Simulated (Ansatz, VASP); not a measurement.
# ScAl3: VASP beside Ansatz, part 2 of 2

One calculation is typed for both programs; each brings its own data sets and cutoff. How far apart do they land? The cell is taken from a series of VASP runs on this material, whose earlier steps may have relaxed, scaled or displaced it; both programs get it as it stands.

VASP 6.6.1 and Ansatz 0.2.0.

So far. Step 2 (VASP: electric field gradients, BLYP): The run ends at a pressure of -0.01 GPa. Step 3 (Ansatz: electric field gradients, BLYP): The run ends at a pressure of -0.08 GPa.

### Step 5. VASP: single point, BLYP, volume scaled by 0.96

Level of this step: BLYP; plane waves and PAW (Sc_sv, Al) (VASP).

A single point gives forces, pressure and levels at one fixed geometry, so differences don't come from the geometry; what else differs is listed under the comparison. The cell compared in this pair holds 68.70 Å³, against 71.56 Å³ for the pair before.

INCAR reads:

```
SYSTEM = ScAl3
PREC = Accurate
ENCUT = 400
EDIFF = 1E-06
NELM = 100
ISMEAR = -1
SIGMA = 0.05
LREAL = .FALSE.
ALGO = Normal
GGA = B5
ALDAX = 1
AGGAX = 1
AGGAC = 1
ALDAC = 0
NBANDS = 16
LORBIT = 11
LWAVE = .FALSE.
LCHARG = .FALSE.
KPAR = 2
ISIF = 2
```

POSCAR reads:

```
ScAl3
1.0
    4.0955428666      0.0000000000      0.0000000000
    0.0000000000      4.0955428666      0.0000000000
    0.0000000000      0.0000000000      4.0955428666
Sc Al
1 3
Direct
    0.0000000000      0.0000000000      0.0000000000
    0.5000000000      0.5000000000      0.0000000000
    0.0000000000      0.5000000000      0.5000000000
    0.5000000000      0.0000000000      0.5000000000
```

KPOINTS reads:

```
Automatic mesh
0
Gamma
7 7 7
0 0 0
```

The projector-augmented-wave data sets are Sc_sv and Al (PBE family, release 64).

Started as:

```bash
$ mpirun -np 2 vasp_std
```

Numbers of over 12 decimals in the logs are rounded to 6 here.

Output:

```text
[banner, memory and clock lines left out]
running    2 mpi-ranks, on    1 nodes
[...]
[... a notice as in an earlier step ...]

 LDA part: xc-table for (Slater(with rela. corr.)+VWN5), standard interpolation
 POSCAR, INCAR and KPOINTS ok, starting setup
[...]
entering main loop
       N       E                     dE             d eps       ncg     rms          rms(c)
DAV:   1     0.936200447174E+02    0.93620E+02   -0.73335E+03   640   0.925E+02
DAV:   2    -0.116302732067E+02   -0.10525E+03   -0.10276E+03   664   0.287E+02
DAV:   3    -0.160335199316E+02   -0.44032E+01   -0.39777E+01   992   0.498E+01
DAV:   4    -0.161164621030E+02   -0.82942E-01   -0.82911E-01   808   0.815E+00
[...]
DAV:  11    -0.152703087417E+02    0.86959E-04   -0.13642E-03  1048   0.366E-01    0.286E-02
DAV:  12    -0.152702910995E+02    0.17642E-04   -0.98904E-05  1072   0.109E-01    0.396E-03
DAV:  13    -0.152702911446E+02   -0.45167E-07   -0.21295E-06   800   0.953E-03
   1 F= -.15270291E+02 E0= -.15264197E+02  d E =-.121884E-01
```

OUTCAR, selected parts (step 5):

```text
  Total        1.4365186      1.4365186      1.4365186      0.0000000     -0.0000000     -0.0000000
  in kB       33.5032871     33.5032871     33.5032871      0.0000000     -0.0000000     -0.0000000
  external PRESSURE =      33.5032871 kB  Pullay stress =       0.0000000 kB

 POSITION                                       TOTAL-FORCE (eV/Angst)
 -----------------------------------------------------------------------------------
      0.00000      0.00000      0.00000         0.000000      0.000000      0.000000
      2.04777      2.04777      0.00000         0.000000      0.000000      0.000000
      0.00000      2.04777      2.04777         0.000000      0.000000      0.000000
      2.04777      0.00000      2.04777         0.000000      0.000000      0.000000
 -----------------------------------------------------------------------------------
    total drift:                               -0.000000     -0.000000     -0.000000

  FREE ENERGIE OF THE ION-ELECTRON SYSTEM (eV)
  ---------------------------------------------------
  free  energy   TOTEN  =       -15.2702911446 eV

  energy  without entropy=      -15.2581027274  energy(sigma->0) =      -15.26419694

[... 1 part as in an earlier step ...]

[... 2 further parts left out ...]
[key lines of the parts left out:]
E-fermi :   7.5904
```

The scan keeps the cell's shape and the fractional positions fixed.

### Step 6. Ansatz: single point, BLYP, volume scaled by 0.96

The same cell, functional (in two slightly different forms), mesh and smearing now go to Ansatz, which takes its cutoff from its data sets.

The cell is a member of a volume series, scaled by 0.96 from a relaxed one, so a pressure remains.

input.yaml reads:

```yaml
crystal:
  lattice:
    - [4.0955428666, 0.0, 0.0]
    - [0.0, 4.0955428666, 0.0]
    - [0.0, 0.0, 4.0955428666]
  atoms:
    - { symbol: Sc, position: [0.0, 0.0, 0.0] }
    - { symbol: Al, position: [0.5, 0.5, 0.0] }
    - { symbol: Al, position: [0.0, 0.5, 0.5] }
    - { symbol: Al, position: [0.5, 0.0, 0.5] }
hamiltonian:
  xc: blyp
  pseudopotentials: { kind: paw }
kpoints:
  mp_grid: { grid: [7, 7, 7] }
scf:
  occupations: { method: fermi_dirac, width: 0.05 }
  n_extra_bands: 5
output:
  forces: true
  stress: true
  eigenvalues: true
```

Started as:

```bash
$ ansatz run input.yaml --threads 2 --pin off --max-ram 4608MiB --backend cpu --events-out ev --progress --plain --runs-dir out
```

Output:

```text
[...]
Crystal: 4 atoms, lattice volume = 68.696 Å³
Basis set: ecut = 420 eV, 1357 PW (Γ), exchange–correlation on 60×60×60 points (8 copies of the dense FFT grid, shifted against one another)
Bands: 15, of which v1, the nominal top of the filled ones, is band 10 counted from 1 (9 counted from 0)
Symmetry: 48 space group operations
[...]
k-points: 20 of 343
[...]
k-point 0: bands = [... 6 lower, 7.0227, 7.8496, 7.8496, 7.8496, 10.8680, 10.8680, 10.8680, 11.1851, ... 1 higher]
  k-point 1: bands = [... 6 lower, 7.1732, 7.8690, 7.8690, 8.6792, 10.7806, 10.7806, 10.9226, 11.8509, ... 1 higher]
  k-point 2: bands = [... 6 lower, 7.5977, 7.9051, 7.9051, 9.6457, 10.6633, 10.6633, 11.0528, 11.5373, ... 1 higher]
  k-point 19: bands = [... 6 lower, 4.8058, 5.8938, 6.9297, 6.9297, 7.0252, 11.1443, 12.1488, 12.1488, ... 1 higher]
[key lines of the parts left out:]
SCF converged after 6 iterations
Free energy (F): -3765.113573 eV
Fermi energy:    9.549041 eV
P = ⅓ Tr σ = 3.2743 GPa (32.743 kbar)
```

Elapsed: 0.75 s, on 2 threads of Arm Neoverse V2, shared host; peak memory 0.31 GiB; 1.4 s of CPU time.

The run ends at a pressure of 3.27 GPa.

### Step 7. Comparison

What differs besides the data sets and the points named for the pairs above, as far as they apply: Ansatz makes its cores anew for this functional, VASP keeps those of its PBE data sets; VASP leaves aspherical gradient terms in its spheres out (LASPH is not set), Ansatz keeps them. Total energies have different zeros and are not compared.

Both answers:

```
                                        quantity  Ansatz  VASP  difference
                                  pressure (GPa)    3.27  3.35       -0.08
pressure without Ansatz's Pulay correction (GPa)    3.21  3.35       -0.14
```

Ansatz's pressure holds a Pulay correction of 0.07 GPa; VASP's holds none.

### Step 8. What came out

```yaml
difference_in_vzz_at_al2_electric_field_gradients_blyp: 0.11 V/Å²
difference_in_pressure_single_point_blyp_volume_scaled_by_0p96: -0.076 GPa
```

What this shows: The difference in pressure is -0.076 GPa (single point, BLYP, volume scaled by 0.96), within the 1 GPa picked in this series as the mark of a large difference. How closely two codes agree says nothing of how well the functional describes the real material.

[Lines on the potential files, build, host, timing and source positions are cut from VASP's logs without a mark.]

[Logs are printed without paths, hosts, clocks, repeated set-up lines and the standing remarks that a program may print on its own settings, such as how far it seeks lower states.]

[Hosts, paths, dates, database ids (printed as entryN), source tags and the programs' standing remarks are cut or masked in the printed files.]
